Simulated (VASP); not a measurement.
Input:

```xyz
2
Lattice="0.0000 3.0313 3.0313 3.0313 0.0000 3.0313 3.0313 3.0313 0.0000" Properties=species:S:1:pos:R:3 pbc="T T T"
Cu     0.0000     0.0000     0.0000
I      1.5156     1.5156     1.5156
```

These are PBEsol GGA, VASP's PBE PAW potentials (set 64) (plane waves; VASP) values and carry that method's errors. Settings: 520 eV cut-off, 8×8×8 Γ-centred mesh, Gaussian smearing of 0.050 eV, potentials Cu I.

Unless said otherwise, spin-orbit coupling is left out, though it shifts the bands of the heavy elements here.

### Question
Predict the energy per atom (σ→0), pressure, band gap (on the k-mesh) with the smallest direct gap where there is one.

### Answer

The band gap (on the k-mesh) is 1.03 eV and the smallest direct gap (on the k-mesh) is 1.03 eV. The energy per atom (σ→0) comes out as -3.147 eV/atom. The pressure comes out as -2.50 GPa.

The compound is CuI in the zinc blende structure. This cell is one point of a volume scan, at 1.06 of the reference volume.
